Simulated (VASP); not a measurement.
Given:

```
Pt
1.0
    0.00000     1.96000     1.96000
    1.96000     0.00000     1.96000
    1.96000     1.96000     0.00000
Pt
1
Direct
  0.00000   0.00000   0.00000
```

Calculation: PBE GGA, VASP's PBE PAW potentials (set 64) (plane waves; VASP). Numerical set-up: 400 eV cut-off, 2×2×2 Γ-centred mesh, first-order Methfessel-Paxton smearing of 0.10 eV, potentials Pt.

### Question
Give the stress tensor in GPa (positive for a compressed cell).

### Answer

```
77.04   0.00   0.00
 0.00  77.04   0.00
 0.00   0.00  77.04
```
The pressure is its mean diagonal, 77.04 GPa.

The compound is Pt in the fcc structure. The cell was not relaxed at this level. The k-mesh is coarse (spacing up to 1.39 per Å, 2π included), so the numbers may not be converged in it. The run is one of a series of settings (KPOINTS 2×2×2 Γ-centred mesh against the base run), some of them coarse on purpose.
